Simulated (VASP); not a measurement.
# A VASP study of PbSe (Clausthalite) (PBE + D3(BJ)): structure first, properties next

Aim: relax PbSe (Clausthalite), then compute properties on the relaxed cell. The steps: relaxing cell and atoms (PBE + D3(BJ)), density, ELF and potential (PBE + D3(BJ)), bands along the symmetry lines (PBE + D3(BJ)), density of states (PBE + D3(BJ)), vibrations at Γ (PBE + D3(BJ)), optical spectrum (PBE + D3(BJ)) and ionic relaxation at fixed cell (PBE + D3(BJ)), changed input. The start is a cell from a database of measured crystal structures.

Program: VASP 6.6.1. Level of theory: PBE with D3(BJ); plane waves and PAW (Pb_d, Se). Results are calculated unless marked as measured.

Report form: the programs' logs are mostly left out.

**1. The structure**

Before any relaxation, the start is as follows. Symmetry: Fm-3m, No. 225, cubic system. The conventional cell has a = 6.121 Å, b = 6.121 Å, c = 6.121 Å, α = 90.00°, β = 90.00°, γ = 90.00°. Nearest to Pb lie 6 Se at 3.06 Å. Se has 6 Pb at 3.06 Å nearest. Farther neighbours and most contacts between anions are not listed.

Structure file:

```cif
data_structure
_symmetry_space_group_name_H-M 'Fm-3m'
_symmetry_Int_Tables_number 225
_cell_length_a 6.1213
_cell_length_b 6.1213
_cell_length_c 6.1213
_cell_angle_alpha 90.000
_cell_angle_beta 90.000
_cell_angle_gamma 90.000
_cell_volume 229.37
loop_
_atom_site_label
_atom_site_type_symbol
_atom_site_symmetry_multiplicity
_atom_site_Wyckoff_symbol
_atom_site_fract_x
_atom_site_fract_y
_atom_site_fract_z
_atom_site_occupancy
Pb1 Pb 4 a 0.00000 0.00000 0.00000 1
Se1 Se 4 b 0.50000 0.00000 0.00000 1
```

**2. Relaxing cell and atoms (PBE + D3(BJ))**

Properties are meant for the cell that this level of theory prefers, so cell and atoms are relaxed first (ISIF = 3) until forces and stress are small; EDIFFG sets the threshold. PBE, the usual starting point, adds the gradient of the density. A dispersion term adds the long-range attraction that semilocal functionals lack. D3 with Becke-Johnson damping keeps a finite attraction at short range.

File INCAR:

```
SYSTEM = PbSe
PREC = Accurate
ENCUT = 400
EDIFF = 1E-06
NELM = 100
ISMEAR = 0
SIGMA = 0.05
LREAL = .FALSE.
ALGO = Normal
GGA = PE
IVDW = 12
NBANDS = 16
LORBIT = 11
LWAVE = .FALSE.
LCHARG = .FALSE.
KPAR = 2
IBRION = 2
NSW = 60
ISIF = 3
EDIFFG = -0.01
```

File POSCAR:

```
PbSe
1.0
    0.0000000000      3.0606500000      3.0606500000
    3.0606500000      0.0000000000      3.0606500000
    3.0606500000      3.0606500000      0.0000000000
Pb Se
1 1
Direct
    0.0000000000      0.0000000000      0.0000000000
    0.5000000000      0.5000000000      0.5000000000
```

File KPOINTS:

```
Automatic mesh
0
Gamma
6 6 6
0 0 0
```

PAW data sets: Pb_d and Se (PBE family, release 64).

Command:

```
$ mpirun -np 2 vasp_std
```

Elapsed: 8.4 s, on 2 MPI ranks of Intel Xeon 6975P-C (Granite Rapids), shared host; peak memory 0.31 GiB.

The gap is read on the k-mesh alone, so it is an upper bound where the band edges lie off the mesh. The run keeps the 48 symmetry operations of its start, so it cannot find a distortion of lower symmetry.

Step by step:

```
step  energy less that of the first step (eV)  largest force (eV/Å)  pressure (GPa)  volume (Å³)
   1                                   0.0000                0.0000            0.24        57.34
   2                                  -0.0002                0.0000           -0.08        57.70
   3                                  -0.0002                0.0000            0.00        57.61
```

```
conventional cell, symmetrised  before  after  change
                         a (Å)   6.121  6.131  +0.2 %
                         b (Å)   6.121  6.131  +0.2 %
                         c (Å)   6.121  6.131  +0.2 %
              volume (Å³/atom)   28.67  28.80  +0.5 %
```

Final coordinates:

```xyz
2
Lattice="0.0000 3.0654 3.0654 3.0654 0.0000 3.0654 3.0654 3.0654 0.0000" Properties=species:S:1:pos:R:3 pbc="T T T"
Pb    0.0000    0.0000    0.0000
Se    3.0654    3.0654    3.0654
```

Numbers from this step:

```yaml
electrons: 20
bands: 16
irreducible_k_points: 16
symmetry_operations: 48
free_energy_toten: -8.918 eV
fermi_energy: 5.160 eV
pressure: -3.61e-4 GPa
metallic: no
valence_top_at_k: 0.5, 0, 0
conduction_bottom_at_k: 0.5, 0, 0
least_direct_gap_at_k: 0.5, 0, 0
scf_cycles_over_all_ionic_steps: 23
gap_on_the_k_mesh: 0.3078 eV
least_direct_gap_on_the_k_mesh: 0.3078 eV
```

It ends with forces that vanish by symmetry and a pressure of 0.00 GPa. The volume lies +0.5 % from that of the database's start.

**3. Density, ELF and potential (PBE + D3(BJ))**

The relaxed cell gets a fresh self-consistent run, on a basis set for its own volume, to fix the density and to check the remaining stress.

INCAR, as its differences from that of step 2:

```diff
@@ -14,7 +14,5 @@
 LWAVE = .FALSE.
-LCHARG = .FALSE.
-KPAR = 2
-IBRION = 2
-NSW = 60
-ISIF = 3
-EDIFFG = -0.01
+LCHARG = .TRUE.
+ISIF = 2
+LELF = .TRUE.
+LVHAR = .TRUE.
```

File POSCAR:

```
PbSe
1.0
    0.0000000000      3.0653755979      3.0653755979
    3.0653755979      0.0000000000      3.0653755979
    3.0653755979      3.0653755979      0.0000000000
Pb Se
1 1
Direct
    0.0000000000      0.0000000000      0.0000000000
    0.5000000000      0.5000000000      0.5000000000
```

KPOINTS is that of step 2.

Command:

```
$ mpirun -np 2 vasp_std
```

Run time: 4.8 s. Hardware: 2 MPI ranks; peak memory 0.26 GiB; 8.1 s of CPU time.

Numbers from this step:

| Property | Result |
| --- | --- |
| SCF cycles | 12 |
| pressure | -0.004821 GPa |

Valence electrons inside each PAW sphere by angular momentum. Sphere charges, by row:

```
atom  s (e)  p (e)  d (e)  tot (e)
 Pb1  1.476  0.534   9.84    11.85
 Se2  1.467  2.333  0.017    3.817
```

ELF in the ac plane of the conventional cell at fractional y = 0.000, with atoms of Pb and Se within 0.2 Å of it. It is the smooth field of the valence electrons, not physical close to the nuclei.

Ten even steps from '_' (0.06) to '@' (0.85), each cell a mean:
```
..::++----##@@@@##%%@@@@++::==--..
--====::::**@@@@@@@@@@%%==..--++--
====::....==##@@@@@@%%**::__::--==
::::..____..--++++++==::______..::
++==--..____..::::::..______::==++
@@@@##==....::======--::__::**%%@@
@@@@@@**::::====--==++--..==%%@@@@
##@@@@##----++::....====::++@@@@%%
++%%@@%%----==..--..--==::++@@@@##
%%@@@@##::--++--..::====::++@@@@@@
@@@@%%++..::==++==++==::..--##@@@@
%%##++::____::------::..__..==**##
--::..______..::----::..____..::--
--::..____::++##%%##**==..__..::--
====--....++%%@@@@@@@@##--..::==++
::--==::::##@@@@%%@@@@@@==::====::
--::==----%%@@%%++##@@@@++::==--..
```
Columns run along a (6.1 Å), rows up along c (6.1 Å), edges of the conventional cell, whose origin can differ from the input's. Atoms in or near the plane, at fractional coordinates: Pb at (0.00, 0.00), Pb at (0.50, 0.50), Se at (0.50, 0.00), Se at (0.00, 0.50).

Electrostatic potential energy in the ac plane of the conventional cell at fractional y = 0.000, with atoms of Pb and Se within 0.2 Å of it. With pseudopotentials it is smooth inside the atoms' cores, unlike the true potential.

Values in eV, 9 rows by 16 columns, each cell a mean:
```
-73 -58 -22  -2   1  -4 -28 -41 -39 -38 -11   0   0 -10 -43 -70
-14  -8  -2   1   3   2  -1  -5  -7  -3   1   3   2   0  -5 -12
 -2   0   2   3   2   1  -1  -5  -6  -3   0   2   3   2   1  -1
-37 -28  -6   1   0  -7 -31 -56 -61 -44 -15  -1   1  -2 -19 -36
-28 -46 -18  -1  -1 -15 -56 -81 -82 -72 -31  -3   0  -6 -39 -38
-29 -18  -3   2   1  -4 -21 -41 -45 -30  -9   0   2   0 -11 -26
 -1   0   2   3   3   2   0  -1  -2   0   1   2   3   2   1   0
-27 -17  -4   1   2   1  -4 -14 -17  -8   0   2   2  -2 -11 -24
-80 -66 -27  -3   0  -5 -35 -40 -34 -43 -15   0  -1 -13 -51 -77
```
Columns run along a (6.1 Å; values clipped at the 3rd and 97th percentile), rows up along c (6.1 Å), edges of the conventional cell, whose origin can differ from the input's. Atoms in or near the plane, at fractional coordinates: Pb at (0.00, 0.00), Pb at (0.50, 0.50), Se at (0.50, 0.00), Se at (0.00, 0.50).

Valence density in the ac plane of the conventional cell at fractional y = 0.000, with atoms of Pb and Se within 0.2 Å of it. It is the smooth field of the valence electrons, not physical close to the nuclei.

Values in e/Å³, 9 rows by 16 columns, each cell a mean:
```
4.9 2.8 0.9 0.2 0.2 0.4 0.7 0.6 0.5 0.7 0.5 0.2 0.2 0.5 1.9 4.2
0.6 0.4 0.2 0.1 0.1 0.1 0.3 0.4 0.5 0.3 0.2 0.1 0.1 0.1 0.3 0.6
0.3 0.2 0.1 0.1 0.1 0.1 0.2 0.3 0.4 0.2 0.1 0.1 0.1 0.1 0.2 0.3
0.7 0.7 0.4 0.2 0.2 0.4 1.3 2.9 3.3 2.0 0.6 0.2 0.2 0.3 0.6 0.7
0.1 0.7 0.7 0.3 0.2 0.6 2.7 6.0 7.0 4.1 1.2 0.3 0.2 0.5 0.8 0.4
0.7 0.6 0.4 0.2 0.1 0.3 0.8 1.8 2.1 1.3 0.4 0.1 0.1 0.3 0.5 0.7
0.3 0.2 0.1 0.1 0.1 0.1 0.2 0.2 0.3 0.2 0.1 0.1 0.1 0.1 0.2 0.2
1.2 0.7 0.3 0.1 0.1 0.2 0.4 0.6 0.6 0.5 0.3 0.1 0.1 0.2 0.5 1.0
6.1 3.6 1.1 0.3 0.2 0.4 0.8 0.5 0.3 0.7 0.6 0.3 0.2 0.6 2.3 5.3
```
Columns run along a (6.1 Å), rows up along c (6.1 Å), edges of the conventional cell, whose origin can differ from the input's. Atoms in or near the plane, at fractional coordinates: Pb at (0.00, 0.00), Pb at (0.50, 0.50), Se at (0.50, 0.00), Se at (0.00, 0.50).

In this run the pressure is 0.00 GPa, small enough to go on.

**4. Bands along the symmetry lines (PBE + D3(BJ))**

Levels along the symmetry lines show where the bands peak and cross; KPOINTS_OPT computes them in the converged potential.

File INCAR:

```
SYSTEM = PbSe
PREC = Accurate
ENCUT = 400
EDIFF = 1E-06
NELM = 100
ISMEAR = 0
SIGMA = 0.05
LREAL = .FALSE.
ALGO = Normal
GGA = PE
IVDW = 12
NBANDS = 22
LORBIT = 11
LWAVE = .FALSE.
LCHARG = .FALSE.
KPAR = 2
```

POSCAR is that of step 3.

KPOINTS is that of step 3.

File KPOINTS_OPT:

```
Line mode
16
Line-mode
Reciprocal
  0.00000000   0.00000000   0.00000000 GAMMA
  0.50000000   0.00000000   0.50000000 X

  0.50000000   0.00000000   0.50000000 X
  0.50000000   0.25000000   0.75000000 W

  0.50000000   0.25000000   0.75000000 W
  0.37500000   0.37500000   0.75000000 K

  0.37500000   0.37500000   0.75000000 K
  0.00000000   0.00000000   0.00000000 GAMMA

  0.00000000   0.00000000   0.00000000 GAMMA
  0.50000000   0.50000000   0.50000000 L

  0.50000000   0.50000000   0.50000000 L
  0.62500000   0.25000000   0.62500000 U

  0.62500000   0.25000000   0.62500000 U
  0.50000000   0.25000000   0.75000000 W

  0.50000000   0.25000000   0.75000000 W
  0.50000000   0.50000000   0.50000000 L

  0.50000000   0.50000000   0.50000000 L
  0.37500000   0.37500000   0.75000000 K

  0.62500000   0.25000000   0.62500000 U
  0.50000000   0.00000000   0.50000000 X
```

Command:

```
$ mpirun -np 2 vasp_std
```

Elapsed: 25 s, on 2 MPI ranks; peak memory 0.33 GiB.

Spin-orbit coupling is off here; with elements this heavy it splits and shifts levels by tenths of an eV or more.

This step gave:

```yaml
bands: 22
pressure: -0.01106 GPa
least_gap_on_mesh_and_path: 0.3078 eV
least_direct_gap_on_mesh_and_path: 0.3078 eV
conduction_bottom_at_k: 0.5, 0.5, 0.5
least_direct_gap_at_k: 0.5, 0.5, 0.5
```

The electronic bands at the labelled points (eV, zero at the valence-band top; v1 is the highest filled band, c1 the lowest empty one):

```
          point     v4     v3     v2     v1    c1    c2    c3    c4
              Γ  -6.31  -1.85  -1.85  -1.85  4.71  4.71  4.71  6.53
0.47 of the way  -7.30  -2.51  -2.51  -1.34  2.17  4.68  4.70  4.70
              X  -7.37  -4.94  -3.20  -3.20  3.72  5.60  5.60  6.03
0.53 of the way  -7.75  -4.71  -3.57  -2.10  3.65  4.18  5.67  6.20
              W  -8.00  -4.19  -4.19  -0.78  1.90  4.95  4.95  7.72
0.47 of the way  -8.00  -4.44  -3.64  -1.32  2.46  4.49  5.28  6.65
              K  -8.02  -4.54  -2.70  -2.37  3.39  4.01  5.43  5.83
0.47 of the way  -7.89  -2.98  -1.36  -0.39  1.17  2.11  4.23  7.31
              Γ  -6.31  -1.85  -1.85  -1.85  4.71  4.71  4.71  6.53
0.47 of the way  -7.43  -1.71  -1.71  -1.11  2.35  3.06  3.06  6.47
              L  -8.77  -1.45  -1.45   0.00  0.31  1.71  1.71  8.55
0.47 of the way  -8.55  -3.01  -1.95  -1.26  1.69  2.52  3.73  7.57
              U  -8.02  -4.54  -2.70  -2.37  3.39  4.01  5.43  5.83
0.47 of the way  -8.01  -4.46  -3.52  -1.45  2.60  4.43  5.32  6.49
              W  -8.00  -4.19  -4.19  -0.78  1.90  4.95  4.95  7.72
0.47 of the way  -8.41  -3.34  -2.99  -0.82  1.46  3.62  4.24  7.59
              L  -8.77  -1.45  -1.45   0.00  0.31  1.71  1.71  8.55
0.47 of the way  -8.55  -3.01  -1.95  -1.26  1.69  2.52  3.73  7.57
              K  -8.02  -4.54  -2.70  -2.37  3.39  4.01  5.43  5.83
      jump to U  -8.02  -4.54  -2.70  -2.37  3.39  4.01  5.43  5.83
0.47 of the way  -7.61  -4.82  -3.05  -2.93  3.87  5.02  5.31  5.84
              X  -7.37  -4.94  -3.20  -3.20  3.72  5.60  5.60  6.03
```

Of the projections kept (Pb, Se), the largest for each band there; the rest of the weight can lie on other orbitals:

```
point       v4       v3       v2       v1       c1       c2       c3       c4
    Γ  Pb 0.69  Se 0.86  Se 0.86  Se 0.86  Pb 0.84  Pb 0.84  Pb 0.84  Se 0.52
    X  Pb 0.93  Se 0.65  Se 0.74  Se 0.74  Pb 0.56  Pb 0.60  Pb 0.60  Se 0.66
    W  Pb 0.95  Se 0.68  Se 0.68  Se 0.82  Pb 0.86  Se 0.70  Se 0.70  Pb 0.74
    K  Pb 0.93  Se 0.67  Se 0.78  Se 0.61  Se 0.54  Pb 0.64  Se 0.67  Pb 0.75
    Γ  Pb 0.69  Se 0.86  Se 0.86  Se 0.86  Pb 0.84  Pb 0.84  Pb 0.84  Se 0.52
    L  Pb 0.89  Se 0.95  Se 0.95  Se 0.62  Pb 0.70  Pb 0.92  Pb 0.92  Se 0.73
```

The path finds the gap of the mesh within 0.02 eV, so the mesh comes close to both band edges.

**5. Density of states (PBE + D3(BJ))**

Here the states are counted by energy and projected on the atoms. The mesh is finer than in the run before.

INCAR, as its differences from that of step 4:

```diff
@@ -5,3 +5,3 @@
 NELM = 100
-ISMEAR = 0
+ISMEAR = -5
 SIGMA = 0.05
@@ -16 +16,2 @@
 KPAR = 2
+NEDOS = 2001
```

POSCAR is that of step 4.

File KPOINTS:

```
Automatic mesh
0
Gamma
9 9 9
0 0 0
```

Command:

```
$ mpirun -np 2 vasp_std
```

Wall time 6.2 s (2 MPI ranks); peak memory 0.33 GiB; 11 s of CPU time.

This step gave:

```
irreducible k-points           : 35
free energy (TOTEN)            : -8.915 eV
Fermi energy                   : 4.839 eV
pressure                       : 0.01743 GPa
valence top at k               : 0.4444, 0, 0
conduction bottom at k         : 0.4444, 0, 0
least direct gap at k          : 0.4444, 0, 0
gap on the k-mesh              : 0.6988 eV
least direct gap on the k-mesh : 0.6988 eV
```

The density of states has structure finer than the step of the table below, so its rows give means over 0.5 eV, whole bins alone (the curve runs from -12.0 to 8.52 eV). Peaks (eV: height): total -8.06: 2.40, -1.72: 2.24, -0.75: 2.34, 4.38: 3.43; Se p -8.06: 0.119, -1.72: 0.964, -0.75: 0.971, 4.38: 0.683; Pb p -2.78: 0.219, 1.77: 0.428, 4.38: 0.843; Pb s -7.90: 1.43, -0.75: 0.276; Se s -7.50: 0.12, -0.75: 0.0156, 1.77: 0.0805.

States under -12.0 eV and over 8.5 eV are left out. Table of density of states by energy, zero at the valence-band top; means over each step; values in states/eV/cell:

```
energy (eV)    total     Se p     Pb p     Pb s     Se s
       -9.0        0        0        0        0        0
       -8.5    0.435   0.0259   6.2e-4    0.248  0.00770
       -8.0     2.09   0.0997  0.00383     1.24   0.0711
       -7.5     1.13   0.0426  0.00249    0.663   0.0973
       -7.0    0.257  0.00957   6.4e-4    0.137   0.0452
       -6.5   0.0867  0.00203   1.8e-4   0.0471   0.0190
       -6.0  0.00161   1.7e-5        0   8.8e-4   3.9e-4
       -5.5        0        0        0        0        0
       -5.0        0        0        0        0        0
       -4.5    0.257   0.0676   0.0339  0.00306   2.7e-4
       -4.0    0.703    0.196   0.0896  0.00853  0.00176
       -3.5     1.01    0.306    0.122   0.0115  0.00378
       -3.0     1.69    0.571    0.191   0.0185  0.00615
       -2.5     1.86    0.680    0.186   0.0283  0.00813
       -2.0     2.06    0.833    0.166   0.0428  0.00868
       -1.5     1.82    0.787    0.105   0.0692  0.00772
       -1.0     1.45    0.591   0.0756    0.153  0.00939
       -0.5     1.12    0.442   0.0531    0.158  0.00982
        0.0   0.0371   0.0125  0.00235  0.00645   5.5e-4
        0.5  0.00203   2.0e-4   4.6e-4   5.9e-5   1.6e-4
        1.0    0.174   0.0166   0.0435  0.00365   0.0127
        1.5    0.769   0.0641    0.223  0.00844   0.0495
        2.0     1.27    0.106    0.418   0.0122   0.0594
        2.5     1.38    0.130    0.486   0.0130   0.0347
        3.0     1.35    0.169    0.461   0.0159   0.0196
        3.5     1.38    0.217    0.430   0.0173   0.0127
        4.0     1.74    0.300    0.478   0.0168  0.00806
        4.5     2.38    0.500    0.579   0.0147  0.00505
        5.0     1.04    0.288    0.226  0.00574  0.00246
        5.5    0.858    0.199    0.203  0.00356  0.00257
        6.0    0.838   0.0931    0.170  0.00416  0.00248
        6.5    0.883   0.0329    0.135  0.00407  0.00405
        7.0    0.915   0.0267    0.124  0.00383  0.00476
        7.5     1.04   0.0276    0.107  0.00436  0.00458
        8.0    0.651   0.0181   0.0391  0.00280  0.00206
```

The gap on this mesh is 0.70 eV, over the 0.31 eV of the band run, since this mesh misses a band edge. In the top eV of the valence band the largest shares in the PAW spheres are Se p 40 % and Pb s 13 %; in the lowest eV of the conduction band, Pb p 28 %, Se p 9 % and Se s 7 %. The rest lies in smaller channels or between the spheres.

**6. Vibrations at Γ (PBE + D3(BJ))**

Zone-centre modes test whether the atoms sit at a minimum within this cell. IBRION = 6 takes the force constants from differences of forces between displaced cells, so the forces must be tight.

File INCAR:

```
SYSTEM = PbSe
PREC = Accurate
ENCUT = 400
EDIFF = 1E-08
NELM = 100
ISMEAR = 0
SIGMA = 0.05
LREAL = .FALSE.
ALGO = Normal
GGA = PE
IVDW = 12
NBANDS = 16
LORBIT = 11
LWAVE = .FALSE.
LCHARG = .FALSE.
KPAR = 2
IBRION = 6
NFREE = 2
POTIM = 0.015
ISIF = 2
NSW = 1
```

POSCAR is that of step 5.

File KPOINTS:

```
Automatic mesh
0
Gamma
6 6 6
0 0 0
```

Command:

```
$ mpirun -np 2 vasp_std
```

Run time: 25 s. Hardware: 2 MPI ranks; peak memory 0.34 GiB; 48 s of CPU time.

The last energy, forces, stress and levels in OUTCAR belong to the last displaced cell, not to the cell of POSCAR.

This step gave:

```yaml
bands: 16
irreducible_k_points: 16
pressure_of_the_cell: 0.002198 GPa
largest_force_of_the_cell: 0 eV/Å
```

Transverse limit, no LO-TO splitting. The modes at Γ (shares of kinetic energy by element, %):

```
mode  frequency (cm⁻¹)  symmetry  Pb %  Se %
   1              -0.5  acoustic    71    29
   2              -0.5  acoustic    71    29
   3              -0.5  acoustic    71    29
   4              36.2       T1u    29    71
   5              36.2       T1u    29    71
   6              36.2       T1u    29    71
```

Displacements in mode 4 (36.2 cm⁻¹), the largest set to 1:
```
Pb1  0.00  0.00 -0.39
Se2  0.00  0.00  1.00
```

The three acoustic modes lie within 0.5 cm⁻¹ of zero, and all others are real. By the characters of their eigenvectors the optical modes sort into (cm⁻¹) infrared active: T1u 36.

(Part 1 of 2 ends here.)

[Lines on the potential files, build, host, timing and source positions are cut from VASP's logs without a mark.]

[Logs are printed without paths, hosts, clocks, repeated set-up lines and the standing remarks that a program may print on its own settings, such as how far it seeks lower states.]

[Hosts, paths, dates, database ids (printed as entryN), source tags and the programs' standing remarks are cut or masked in the printed files.]

[A measured line is paired with the nearest computed mode of its activity, which favours agreement.]
